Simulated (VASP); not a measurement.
An input for Quantum ESPRESSO's pw.x (written as the equivalent of a VASP run, and not itself run):

```
&CONTROL
  calculation = 'scf'
  pseudo_dir = './pseudo'
  outdir = './out'
  tprnfor = .true.
  tstress = .true.
/
&SYSTEM
  ibrav = 0
  nat = 1
  ntyp = 1
  ecutwfc = 40
  occupations = 'smearing'
  smearing = 'methfessel-paxton'
  degauss = 0.00735
  input_dft = 'pbesol'
/
&ELECTRONS
  conv_thr = 7.3e-09
  electron_maxstep = 100
/
ATOMIC_SPECIES
  Al 26.982 Al.upf
CELL_PARAMETERS angstrom
     0.0000000    1.9650274    1.9650274
     1.9650274    0.0000000    1.9650274
     1.9650274    1.9650274    0.0000000
ATOMIC_POSITIONS crystal
  Al   0.0000000  0.0000000  0.0000000
K_POINTS automatic
  16 16 16 0 0 0
```

Translate this input to VASP (INCAR, KPOINTS, POSCAR, choice of POTCAR).

This is not unique; one that fits is 
**KPOINTS**
```
kpoints
0
G
 16 16 16
```

POSCAR:
```
Al
1.0
  0.0000000000   1.9650273769   1.9650273769
  1.9650273769   0.0000000000   1.9650273769
  1.9650273769   1.9650273769   0.0000000000
Al
1
Cart
  0.0000000000   0.0000000000   0.0000000000
```

**INCAR**
```
! general
SYSTEM  =  Al
PREC    =  Accurate
ENCUT   =  520
LREAL   =  .FALSE.
LASPH   =  .TRUE.

! electronic loop
EDIFF   =  1E-7
NELM    =  100
ALGO    =  Normal

! smearing
ISMEAR  =  1
SIGMA   =  0.1

! functional
GGA     =  PS

! ions
ISIF    =  2

! output
LWAVE   =  .FALSE.
LCHARG  =  .FALSE.
```

POTCAR, in this order: Al (PBE.64 set). Program: vasp_std.

Limits of the translation: the potentials are each code's own (VASP's PAW set, PseudoDojo norm-conserving files in pw.x), so ENCUT and ecutwfc are chosen apart and not converted; conv_thr bounds pw.x's estimated SCF error, while EDIFF bounds the energy change between steps.

The compound is Al in the fcc structure. This cell is one point of a volume scan, at 0.94 of the reference volume.
